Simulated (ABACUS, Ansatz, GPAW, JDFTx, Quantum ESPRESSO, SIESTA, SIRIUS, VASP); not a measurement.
## One calculation of SrCl2, 8 ways

```
CELL_PARAMETERS angstrom
0.00000 3.48835 3.48835
3.48835 0.00000 3.48835
3.48835 3.48835 0.00000
ATOMIC_POSITIONS crystal
Sr 0.00000 0.00000 0.00000
Cl 0.75000 0.75000 0.75000
Cl 0.25000 0.25000 0.25000
```

Alike in all runs: task equation of state; functional PBEsol; k mesh 7 × 7 × 7; occupations fermi-dirac, width 0.05 eV; no spin polarisation; no spin-orbit coupling.

| program and potentials | plane-wave cutoff (eV) | notes | equilibrium volume (Å³/atom) | bulk modulus (GPa) |
| --- | --- | --- | --- | --- |
| VASP, PBE PAW files Cl, Sr_sv, 520 eV | 520 | potentials made for PBE | 27.61 | 38.1 |
| GPAW, PAW data sets generated for this functional | 600 | - | 27.60 | 38.2 |
| Quantum ESPRESSO, GBRV 1.5 PBEsol | 612 | - | 27.46 | 38.1 |
| SIRIUS, all-electron FP-LAPW, apw+lo standard | - | - | 27.48 | 38.5 |
| ABACUS, PseudoDojo NC SR 0.4.1 PBEsol standard, plane waves | 925 | - | 27.46 | 38.1 |
| JDFTx, PseudoDojo-SR-PBEsol-0.4.1-standard with smoothed tails | 925 | - | 27.46 | 38.1 |
| Ansatz, all-electron LAPW, scalar-relativistic | - | - | 27.47 | 38.1 |
| SIESTA, files PseudoDojo sr-pbesol-0.4.1-standard, DZP (energy shift 0.003 Ry; two zetas on semicore shells; d shell added on Sr) | - | atomic basis | 27.67 | 40.0 |

The equilibrium volume spans 27.46 (ABACUS, PseudoDojo NC SR 0.4.1 PBEsol standard, plane waves) to 27.67 Å³/atom (SIESTA, files PseudoDojo sr-pbesol-0.4.1-standard, DZP (energy shift 0.003 Ry; two zetas on semicore shells; d shell added on Sr)), with all-electron results at 27.47 to 27.48. The bulk modulus spans 38.1 (VASP, PBE PAW files Cl, Sr_sv, 520 eV) to 40.0 GPa (SIESTA, files PseudoDojo sr-pbesol-0.4.1-standard, DZP (energy shift 0.003 Ry; two zetas on semicore shells; d shell added on Sr)), with all-electron results at 38.1 to 38.5. Rows in atomic bases carry the error of their basis and grid, which can be large.

The functional is the same throughout but for its coding, so the spread measures potentials, basis and numerics; runs on potential files found faulty are left out.
